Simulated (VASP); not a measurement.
Output of a VASP run:

OSZICAR:
```
       N       E                     dE             d eps       ncg     rms          rms(c)
DAV:   1    -0.910030699077E+01   -0.91003E+01   -0.87445E+03  3586   0.141E+03
DAV:   2    -0.612272196993E+02   -0.52127E+02   -0.49524E+02  4708   0.242E+02
DAV:   3    -0.631451751671E+02   -0.19180E+01   -0.18911E+01  4664   0.348E+01
DAV:   4    -0.631647732236E+02   -0.19598E-01   -0.19453E-01  4356   0.348E+00
DAV:   5    -0.631650167899E+02   -0.24357E-03   -0.24352E-03  4678   0.325E-01    0.653E+01
DAV:   6    -0.568151283235E+02    0.63499E+01   -0.13259E+01  4021   0.240E+01    0.414E+01
DAV:   7    -0.579955322671E+02   -0.11804E+01   -0.63218E-01  3910   0.839E+00    0.221E+01
DAV:   8    -0.566036052228E+02    0.13919E+01   -0.56469E-01  4060   0.767E+00    0.543E+00
DAV:   9    -0.571266863161E+02   -0.52308E+00   -0.59387E-01  3985   0.758E+00    0.180E+00
DAV:  10    -0.573401281239E+02   -0.21344E+00   -0.86143E-02  3898   0.317E+00    0.120E+00
DAV:  11    -0.573292240641E+02    0.10904E-01   -0.10639E-02  4268   0.994E-01    0.980E-01
DAV:  12    -0.573262279435E+02    0.29961E-02   -0.11610E-03  3983   0.350E-01    0.246E-01
DAV:  13    -0.573332136578E+02   -0.69857E-02   -0.39093E-03  4010   0.587E-01    0.173E-01
DAV:  14    -0.573340049674E+02   -0.79131E-03   -0.10124E-03  4648   0.318E-01    0.175E-01
DAV:  15    -0.573340041361E+02    0.83136E-06   -0.67885E-06  4427   0.288E-02    0.186E-01
DAV:  16    -0.573340042753E+02   -0.13925E-06   -0.36891E-06  4228   0.161E-02    0.175E-01
DAV:  17    -0.573340202092E+02   -0.15934E-04   -0.35385E-05  3944   0.611E-02    0.249E-02
DAV:  18    -0.573340119991E+02    0.82101E-05   -0.10198E-05  3835   0.300E-02    0.180E-02
DAV:  19    -0.573340175094E+02   -0.55104E-05   -0.16419E-06  3817   0.144E-02    0.161E-02
DAV:  20    -0.573340161973E+02    0.13122E-05   -0.88918E-07  3670   0.835E-03    0.617E-03
DAV:  21    -0.573340165976E+02   -0.40036E-06   -0.99029E-08  2058   0.346E-03    0.206E-03
DAV:  22    -0.573340161272E+02    0.47039E-06   -0.17822E-08  1856   0.161E-03    0.726E-04
DAV:  23    -0.573340163986E+02   -0.27141E-06   -0.20207E-08  1856   0.205E-03    0.624E-04
DAV:  24    -0.573340162581E+02    0.14056E-06   -0.28852E-09  1841   0.538E-04    0.996E-05
DAV:  25    -0.573340163080E+02   -0.49874E-07   -0.32808E-10  1835   0.180E-04
   1 F= -.57334016E+02 E0= -.57334030E+02  d E =0.417497E-04
```

OUTCAR:
```
------------------------ aborting loop because EDIFF is reached ----------------------------------------
  FORCE on cell =-STRESS in cart. coord.  units (eV):
  Direction    XX          YY          ZZ          XY          YZ          ZX
  --------------------------------------------------------------------------------------
  Total        0.2408635      0.2408635      1.2853547      0.0000000      0.0000000      0.0000000
  in kB       15.7430870     15.7430870     84.0121152      0.0000000      0.0000000      0.0000000
  external PRESSURE =      38.4994297 kB  Pullay stress =       0.0000000 kB
  volume of cell :       24.51
      direct lattice vectors                 reciprocal lattice vectors
     0.000000000  2.317262017  2.282503087    -0.215771888  0.215771888  0.219057754
     2.317262017  0.000000000  2.282503087     0.215771888 -0.215771888  0.219057754
     2.317262017  2.317262017  0.000000000     0.215771888  0.215771888 -0.219057754
 POSITION                                       TOTAL-FORCE (eV/Angst)
 -----------------------------------------------------------------------------------
      0.00000      0.00000      0.00000        -0.000000      0.000000      0.000000
      2.31726      2.31726      2.28250         0.000000     -0.000000     -0.000000
 -----------------------------------------------------------------------------------
    total drift:                                0.000000      0.000000      0.000000
  FREE ENERGIE OF THE ION-ELECTRON SYSTEM (eV)
  ---------------------------------------------------
  free  energy   TOTEN  =       -57.3340163080 eV

  energy  without entropy=      -57.3340580577  energy(sigma->0) =      -57.33403022
```
(Selected blocks of OUTCAR.)

File POSCAR:
```
HfC
1
    0.0000000000     2.3172620169     2.2825030867
    2.3172620169     0.0000000000     2.2825030867
    2.3172620169     2.3172620169     0.0000000000
Hf C
1 1
Direct
  0.0000000000   0.0000000000   0.0000000000
  0.5000000000   0.5000000000   0.5000000000
```

### Question
Write an INCAR and KPOINTS that could have produced this output.

### Answer
This is not unique; one that fits is the input of the run itself, r2SCAN meta-GGA, plane waves, VASP's PBE PAW potentials (set 64).

**INCAR**
```
EDIFF = 1E-7
LCHARG = F
ISMEAR = 1
SIGMA = 0.1   ! width (eV)
ISIF = 2
LREAL = F   ! projection in real space or not
ALGO = Normal
SYSTEM = HfC
ENCUT = 600
METAGGA = R2SCAN
LMIXTAU = T
LMAXMIX = 6   ! l cut-off of mixed one-centre charges
LWAVE = F
LASPH = T
PREC = Accurate
NELM = 100   ! most electronic steps
```

### KPOINTS
```
Automatic mesh
0
Gamma
12 12 12
0 0 0
```

POTCAR, in this order: Hf_pv C (PBE.64 set). Program: vasp_std.

The compound is HfC in the rock salt structure. This cell was strained or had an atom moved on purpose.
